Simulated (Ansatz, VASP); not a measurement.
# Cross-check of Sn2C between VASP and Ansatz

Wanted: the spread between two codes on one cell, functional and k mesh. The cell is generated by rule, not measured, and may not be a known phase. The cell is taken from a series of runs on this material, whose earlier steps may have relaxed, scaled, displaced or heated it; both programs get it as it stands.

Main program and level: Ansatz 0.2.0; plane waves, with VASP 6.6.1 beside it; relaxation of cell and atoms at PBEsol.

The structure was built from a prototype and need not be the compound's stable phase.

**1. The starting structure**

It takes space group Pn-3m (No. 224, cubic). Conventional cell: a = 5.021 Å, b = 5.021 Å, c = 5.021 Å, α = 90.00°, β = 90.00°, γ = 90.00°. Nearest to C lie 4 Sn at 2.17 Å. Nearest to Sn lie 2 C at 2.17 Å. Farther neighbours are not listed.

**2. VASP: relaxation of cell and atoms, PBEsol**

The relaxed volume is the usual yardstick between codes: in a stiff, nearly cubic crystal its relative difference is about their pressure difference at one cell divided by the bulk modulus.

Lines of VASP's logs that name or quote its potential files are left out, and so is its time.

Input file INCAR:

```
SYSTEM = Sn2C
PREC = Accurate
ENCUT = 600
EDIFF = 1E-07
NELM = 120
ISMEAR = 0
SIGMA = 0.1
LREAL = .FALSE.
ALGO = Normal
GGA = PS
NBANDS = 39
LORBIT = 11
LWAVE = .FALSE.
LCHARG = .FALSE.
ISIF = 3
IBRION = 2
NSW = 80
EDIFFG = -0.005
LASPH = .TRUE.
GGA_COMPAT = .FALSE.
NELMIN = 4
KPAR = 2
```

Input file POSCAR:

```
Sn2C
1.0
    5.0213020000      0.0000000000      0.0000000000
    0.0000000000      5.0213020000      0.0000000000
    0.0000000000      0.0000000000      5.0213020000
C Sn
2 4
Direct
    0.0000000000      0.0000000000      0.0000000000
    0.5000000000      0.5000000000      0.5000000000
    0.2500000996      0.2500000996      0.2500000996
    0.7500000996      0.7500000996      0.2500000996
    0.7500000996      0.2500000996      0.7500000996
    0.2500000996      0.7500000996      0.7500000996
```

Input file KPOINTS:

```
Automatic mesh
0
Gamma
8 8 8
0 0 0
```

PAW data sets: C and Sn_d (PBE family, release 64).

Launch:

```sh
$ mpirun -np 2 vasp_std
```

Numbers of over 12 decimals in the logs are rounded to 6 here.

The log of the run:

```text
[banner, memory and clock lines left out]
running    2 mpi-ranks, on    1 nodes
 distrk:  each k-point on    1 cores,    2 groups
 distr:  one band on    1 cores,    1 groups

 POSCAR found type information on POSCAR C Sn
 POSCAR found :  2 types and       6 ions
|                                                                             |
|               ----> ADVICE to this user running VASP <----                  |
|                                                                             |
|     You enforced a specific xc type in the INCAR file but a different       |
|     [... a line on the potential file left out ...]
|     I HOPE YOU KNOW WHAT YOU ARE DOING!                                     |
|                                                                             |

 LDA part: xc-table for (Slater+PW92), standard interpolation
 POSCAR, INCAR and KPOINTS ok, starting setup
 FFT: planning ... GRIDC
 FFT: planning ... GRID_SOFT
 FFT: planning ... GRID
 WAVECAR not read
 entering main loop
       N       E                     dE             d eps       ncg     rms          rms(c)
DAV:   1     0.710835711210E+03    0.71084E+03   -0.34165E+04  2814   0.275E+03
DAV:   2     0.796947685361E+02   -0.63114E+03   -0.61607E+03  2730   0.687E+02
DAV:   3    -0.245464218817E+02   -0.10424E+03   -0.10048E+03  3091   0.223E+02
DAV:   4    -0.320852364121E+02   -0.75388E+01   -0.73294E+01  3223   0.588E+01
DAV:   5    -0.324010313589E+02   -0.31579E+00   -0.31547E+00  3275   0.117E+01    0.999E+00
DAV:   6    -0.291531412888E+02    0.32479E+01   -0.13863E+01  3677   0.208E+01    0.391E+00
DAV:   7    -0.291973759482E+02   -0.44235E-01   -0.21199E+00  2821   0.610E+00    0.248E+00
DAV:   8    -0.291938596276E+02    0.35163E-02   -0.64385E-01  3968   0.310E+00    0.946E-01
DAV:   9    -0.291611510004E+02    0.32709E-01   -0.10718E-01  3288   0.169E+00    0.232E-01
DAV:  10    -0.291623858745E+02   -0.12349E-02   -0.20366E-02  3065   0.668E-01    0.728E-02
DAV:  11    -0.291624218347E+02   -0.35960E-04   -0.89460E-04  3863   0.139E-01    0.359E-02
DAV:  12    -0.291624268008E+02   -0.49661E-05   -0.31552E-05  3200   0.328E-02    0.281E-02
DAV:  13    -0.291624133776E+02    0.13423E-04   -0.23987E-05  3459   0.253E-02    0.671E-03
DAV:  14    -0.291624128193E+02    0.55826E-06   -0.46575E-06  3135   0.835E-03    0.403E-03
DAV:  15    -0.291624127670E+02    0.52264E-07   -0.21411E-07  2424   0.254E-03
   1 F= -.29162413E+02 E0= -.29151861E+02  d E =-.291624E+02
 curvature:   0.00 expect dE= 0.000E+00 dE for cont linesearch  0.000E+00
 trial: gam= 0.00000 g(F)=  0.359E-41 g(S)=  0.730E-04 ort = 0.000E+00 (trialstep = 0.100E+01)
 search vector abs. value=  0.730E-04
 bond charge predicted
       N       E                     dE             d eps       ncg     rms          rms(c)
DAV:   1    -0.291634906139E+02   -0.10778E-02   -0.24103E-02  3482   0.199E+00    0.179E-01
DAV:   2    -0.291626334487E+02    0.85717E-03   -0.15536E-03  3452   0.519E-01    0.793E-02
DAV:   3    -0.291624335889E+02    0.19986E-03   -0.63533E-04  3769   0.324E-01    0.135E-02
DAV:   4    -0.291624300628E+02    0.35261E-05   -0.36473E-05  3040   0.514E-02    0.405E-03
DAV:   5    -0.291624300254E+02    0.37408E-07   -0.26153E-06  3458   0.122E-02    0.209E-03
DAV:   6    -0.291624302454E+02   -0.22002E-06   -0.56205E-07  2682   0.376E-03    0.118E-03
DAV:   7    -0.291624303725E+02   -0.12711E-06   -0.64789E-08  1596   0.296E-03    0.493E-04
DAV:   8    -0.291624305521E+02   -0.17958E-06   -0.63586E-08  1589   0.335E-03    0.187E-04
DAV:   9    -0.291624305543E+02   -0.21737E-08   -0.11562E-08  1540   0.805E-04
   2 F= -.29162431E+02 E0= -.29151910E+02  d E =-.177873E-04
 trial-energy change:   -0.000018  1 .order   -0.000020   -0.000073    0.000033
 step:   0.6605(harm=  0.6906)  dis= 0.00000  next Energy=   -29.162436 (dE=-0.234E-04)
 reached required accuracy - stopping structural energy minimisation
```

Parts of OUTCAR (step 2):

```text
ion  position               nearest neighbor table
   1  0.000  0.000  0.000-   4 2.17   5 2.17   6 2.17   3 2.17
   2  0.500  0.500  0.500-   3 2.17   4 2.17   5 2.17   6 2.17
   3  0.250  0.250  0.250-   2 2.17   1 2.17   4 3.55   5 3.55   6 3.55   5 3.55   6 3.55   4 3.55
                             6 3.55   6 3.55   4 3.55   5 3.55   5 3.55   4 3.55
   4  0.750  0.750  0.250-   1 2.17   2 2.17   3 3.55   5 3.55   6 3.55   5 3.55   6 3.55   3 3.55
                             5 3.55   5 3.55   3 3.55   6 3.55   6 3.55   3 3.55
   5  0.750  0.250  0.750-   1 2.17   2 2.17   3 3.55   4 3.55   6 3.55   3 3.55   4 3.55   4 3.55
                             6 3.55   4 3.55   3 3.55   6 3.55   3 3.55   6 3.55
   6  0.250  0.750  0.750-   1 2.17   2 2.17   3 3.55   4 3.55   5 3.55   3 3.55   4 3.55   3 3.55
                             5 3.55   3 3.55   4 3.55   5 3.55   4 3.55   5 3.55

  LATTYP: Found a simple cubic cell.
 ALAT       =     5.0213020000

 Subroutine GETGRP returns: Found 48 space group operations
 (whereof 24 operations were pure point group operations)

The static configuration has the point symmetry T_d .
 The point group associated with its full space group is O_h .

 Found     35 irreducible k-points:

   k-points           NKPTS =     35   k-points in BZ     NKDIM =     35   number of bands    NBANDS=     39

   dimension x,y,z NGX =    40 NGY =   40 NGZ =   40
   dimension x,y,z NGXF=    80 NGYF=   80 NGZF=   80

   ENCUT  =  600.0 eV  44.10 Ry    6.64 a.u.  10.03 10.03 10.03*2*pi/ulx,y,z

   NELECT =      64.0000    total number of electrons

 k-points in reciprocal lattice and weights: Automatic mesh
   0.00000000  0.00000000  0.00000000       0.002
   0.12500000  0.00000000  0.00000000       0.012
   0.25000000  0.00000000  0.00000000       0.012
   0.37500000  0.00000000  0.00000000       0.012
   0.50000000  0.00000000  0.00000000       0.006
   0.12500000  0.12500000  0.00000000       0.023
   0.25000000  0.12500000  0.00000000       0.047
   0.37500000  0.12500000  0.00000000       0.047
   0.50000000  0.12500000  0.00000000       0.023
[...]
0.50000000  0.50000000  0.37500000       0.012
   0.50000000  0.50000000  0.50000000       0.002

 average (electrostatic) potential at core
       1 -48.3183       2 -48.3183       3 -99.4396       4 -99.4396       5 -99.4396
       6 -99.4396

 E-fermi :   7.3887

 k-point     1 :       0.0000    0.0000    0.0000
  band No.  band energies     occupation
    ...
     27       3.4135      2.00000
     28       3.4135      2.00000
     29       3.4135      2.00000
     30       4.1270      2.00000
     31       4.1270      2.00000
     32       9.1224      0.00000
     33       9.1224      0.00000
     34       9.1224      0.00000
     35       9.4859      0.00000
     36       9.4859      0.00000
    ...

 k-point     2 :       0.1250    0.0000    0.0000
  band No.  band energies     occupation
    ...
     27       3.3945      2.00000
     28       3.3945      2.00000
     29       4.2326      2.00000
     30       4.3536      2.00000
     31       4.5533      2.00000
     32       8.6095      0.00000
     33       8.6095      0.00000
     34       8.6106      0.00000
     35       9.3398      0.00000
     36       9.8342      0.00000
    ...

 k-point     3 :       0.2500    0.0000    0.0000
  band No.  band energies     occupation
    ...
     27       3.3379      2.00000
     28       3.3379      2.00000
     29       4.5470      2.00000
     30       5.3303      2.00000
     31       5.5889      2.00000
     32       7.6288      0.00069
     33       8.1562      0.00000
     34       8.1562      0.00000
     35       8.9042      0.00000
     36       9.6484      0.00000
    ...

  Total        0.0246558      0.0246558      0.0246558     -0.0000000      0.0000000     -0.0000000
  in kB        0.3124331      0.3124331      0.3124331     -0.0000000      0.0000000     -0.0000000
  external PRESSURE =       0.3124331 kB  Pullay stress =       0.0000000 kB

  energy-cutoff  :      600.00
  volume of cell :      126.44
      direct lattice vectors                 reciprocal lattice vectors
     5.019080610  0.000000000  0.000000000     0.199239677 -0.000000000  0.000000000
     0.000000000  5.019080610  0.000000000     0.000000000  0.199239677 -0.000000000
    -0.000000000  0.000000000  5.019080610    -0.000000000 -0.000000000  0.199239677

 POSITION                                       TOTAL-FORCE (eV/Angst)
 -----------------------------------------------------------------------------------
      0.00000      0.00000      0.00000         0.000000     -0.000000      0.000000
      2.50954      2.50954      2.50954         0.000000     -0.000000      0.000000
      1.25477      1.25477      1.25477         0.000000      0.000000      0.000000
      3.76431      3.76431      1.25477        -0.000000     -0.000000     -0.000000
      3.76431      1.25477      3.76431         0.000000     -0.000000     -0.000000
      1.25477      3.76431      3.76431        -0.000000      0.000000      0.000000
 -----------------------------------------------------------------------------------
    total drift:                               -0.000955     -0.000955     -0.000955

  FREE ENERGIE OF THE ION-ELECTRON SYSTEM (eV)
  ---------------------------------------------------
  free  energy   TOTEN  =       -29.1624305543 eV

  energy  without entropy=      -29.1413890570  energy(sigma->0) =      -29.15190981

 reached required accuracy - stopping structural energy minimisation

 total charge
# of ion       s       p       d       tot
------------------------------------------
    1        0.938   1.349   0.000   2.287
    2        0.938   1.349   0.000   2.287
    3        1.168   1.069  10.040  12.277
    4        1.168   1.069  10.040  12.277
    5        1.168   1.069  10.040  12.277
    6        1.168   1.069  10.040  12.277
--------------------------------------------------
tot          6.547   6.973  40.161  53.680

[... 3 further parts left out ...]
```

CONTCAR:

```
Sn2C
   1.00000000000000
     5.0190806102462329    0.0000000000000000    0.0000000000000000
     0.0000000000000000    5.0190806102462329    0.0000000000000000
    -0.0000000000000000    0.0000000000000000    5.0190806102462338
  C               Sn
     2     4
Direct
     0.0000000000000000    0.0000000000000000    0.0000000000000000
     0.5000000000000000    0.5000000000000000    0.5000000000000000
     0.2500000996000011    0.2500000996000011    0.2500000996000011
     0.7500000996000011    0.7500000996000011    0.2500000996000011
     0.7500000996000011    0.2500000996000011    0.7500000996000011
     0.2500000996000011    0.7500000996000011    0.7500000996000011
```

The PAW data sets were made with PBE, which is usual practice but a small mismatch for other functionals. The run keeps the 48 symmetry operations of its start, so it cannot find a distortion of lower symmetry.

(Part 1 of 2 ends here.)

[Lines on the potential files, build, host, timing and source positions are cut from VASP's logs without a mark.]

[Logs are printed without paths, hosts, clocks, repeated set-up lines and the standing remarks that a program may print on its own settings, such as how far it seeks lower states.]

[Hosts, paths, dates, database ids (printed as entryN), source tags and the programs' standing remarks are cut or masked in the printed files.]
